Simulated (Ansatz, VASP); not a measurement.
**One calculation of ZnHgO2, two programs**

The input INCAR:

```
ALGO = Fast
EDIFF = 1E-6
EDIFFG = -0.01
ENCUT = 900
GGA = PE
IBRION = 2
ISIF = 3
ISMEAR = -1
LASPH = T
LCHARG = F
LREAL = F
LWAVE = F
NELM = 60
NSW = 40
PREC = Accurate
SIGMA = 0.05
```

The input KPOINTS:

```
k-points
0
Gamma
  5 5 6
```

Contents of POSCAR:

```
ZnHgO2
1.0
    4.0092200000      0.0000000000      0.0000000000
    0.0000000000      4.0092200000      0.0000000000
    0.0000000000      0.0000000000      3.3045900000
Zn Hg O
1 1 2
Direct
    0.0000000000      0.0000000000      0.0000000000
    0.5000000000      0.5000000000      0.5000000000
    0.5000000000      0.0000000000      0.0000000000
    0.0000000000      0.5000000000      0.0000000000
```

File input.yaml:

```yaml
crystal:
  lattice:
    - [4.00922, 0.0, 0.0]
    - [0.0, 4.00922, 0.0]
    - [0.0, 0.0, 3.30459]
  atoms:
    - { symbol: Zn, position: [0.0, 0.0, 0.0] }
    - { symbol: Hg, position: [0.5, 0.5, 0.5] }
    - { symbol: O, position: [0.5, 0.0, 0.0] }
    - { symbol: O, position: [0.0, 0.5, 0.0] }
hamiltonian:
  xc: pbe
  pseudopotentials: { kind: paw }
kpoints:
  mp_grid: { grid: [5, 5, 6] }
scf:
  occupations: { method: fermi_dirac, width: 0.05 }
output:
  forces: true
  stress: true
  eigenvalues: true
relax:
  f_tol: 0.01
  max_steps: 40
  cell: { stress_tol: 0.05 }
```

The cell was built by a generator and needn't be a form met in nature.

Alike in both runs: task relaxation of cell and atoms; functional PBE; k mesh 5 × 5 × 6; occupations fermi-dirac, width 0.05 eV; no spin polarisation.

|  | VASP | Ansatz |
| --- | --- | --- |
| version | VASP 6.6.1 | Ansatz 0.2.0 |
| potentials or method | VASP PAW PBE potentials, release 64 (Zn, Hg, O_h) | Ansatz PAW |
| plane-wave cutoff (eV) | 900 | 420 |
| valence electrons in the cell | 36 | 44 |

Ansatz gave:

- gap on the k mesh at the Fermi level, each at its own relaxed structure (eV): none
- relaxed volume (Å³/atom): 13.29
- relaxed cell length with the largest relative difference (Å): 4.010

Task: What did VASP give for the same quantities?

Result: gap on the k mesh at the Fermi level, each at its own relaxed structure (eV): none; relaxed volume (Å³/atom): 13.34; relaxed cell length with the largest relative difference (Å): 4.017.

A gap of «none» marks a metal or a gap that the smearing closes. The two sets of potentials don't hold the same shells in valence.

Caveats: the cutoff is under 1.25 times the usual one of these potentials, so pressure, stress and relaxed cells hold a basis-set (Pulay) error (VASP); the plane-wave basis is chosen anew once the cell has moved, so the energies of steps on either side of that aren't comparable (Ansatz); the pressure holds a Pulay correction of +0.6 GPa for the finite cutoff (Ansatz). Spin-orbit coupling is left out, which matters for the levels of Hg.
